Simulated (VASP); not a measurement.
Here is the system:

```
IrZr
1.0
    3.09312     0.00000     0.00000
    0.00000     3.09312     0.00000
    0.00000     0.00000     3.61580
Zr Ir
1 1
Cartesian
  1.54656   1.54656   1.80790
  0.00000   0.00000   0.00000
```

Computed with PBEsol GGA, VASP's PBE PAW potentials (set 64) (plane waves; VASP). Run with 400 eV cut-off, Gaussian smearing of 0.050 eV, potentials Zr_sv Ir.

Q: Give the energies of bands 5 to 13 at the high-symmetry points, in eV from the Fermi level.

A: 
```csv
band,Γ,X,M,Z,R,A
5,-8.30,-4.94,-5.98,-5.74,-6.24,-4.07
6,-5.67,-3.84,-5.60,-4.46,-5.32,-3.44
7,-5.49,-3.54,-4.73,-4.18,-3.39,-3.44
8,-2.60,-3.08,-4.73,-2.09,-3.25,-2.93
9,-2.60,-2.38,-0.10,-2.09,-1.80,-2.18
10,-1.59,-1.74,0.85,-1.72,0.18,-2.18
11,0.39,-1.13,1.62,-1.36,0.41,-1.17
12,2.11,-0.52,1.62,-1.24,0.95,-0.07
13,4.79,0.84,3.73,1.61,1.10,3.77
```

It has no gap at this level: it comes out as a metal or semimetal.

The structure comes from a computed database's ZrIr entry (P4/mmm); how it stands against other phases isn't given here. It was relaxed first. The electron count is odd and the run is not spin-polarised, which forces a metal.
